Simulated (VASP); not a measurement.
GaN (zinc blende):

```xyz
2
Lattice="0.0000 2.2600 2.2600 2.2600 0.0000 2.2600 2.2600 2.2600 0.0000" Properties=species:S:1:pos:R:3 pbc="T T T"
Ga     0.0000     0.0000     0.0000
N      1.1300     1.1300     1.1300
```

The lowest empty band near Γ, direction [100], from PBE with spin-orbit coupling in VASP (PAW); its two spin partners are averaged. The gap over the points computed is 1.67 eV, and the next band on that side lies 8.36 eV away at the edge.

Run with 520 eV cut-off, 11×11×11 Γ-centred mesh, Gaussian smearing of 0.050 eV, potentials Ga_d N.

| distance from the edge in k (1/Å) | distance in energy (meV) |
|---|---|
| 0.012 | 3.6 |
| 0.018 | 8.1 |
| 0.025 | 15.6 |
| 0.035 | 30.4 |
| 0.050 | 60.9 |
| 0.070 | 115.6 |

**Question.** Fit E(1 + αE) = ħ²k²/2m* (ħ²/2m0 = 3.810 eV Å²) and predict the row at 0.095 1/Å.

**Answer.** Least squares on the energies gives the electron mass m* = 0.151 m0 and α = 0.61 per eV, and so 202.8 meV. The run gave 202.9 meV, +0.1 meV from the fit.

Left out are points under 3 meV from the edge, since the levels carry 0.1 meV, and points farther than half the way to the next band.

The compound is GaN in the zinc blende structure, a metastable form; wurtzite is the usual one. The cell was not relaxed at this level.
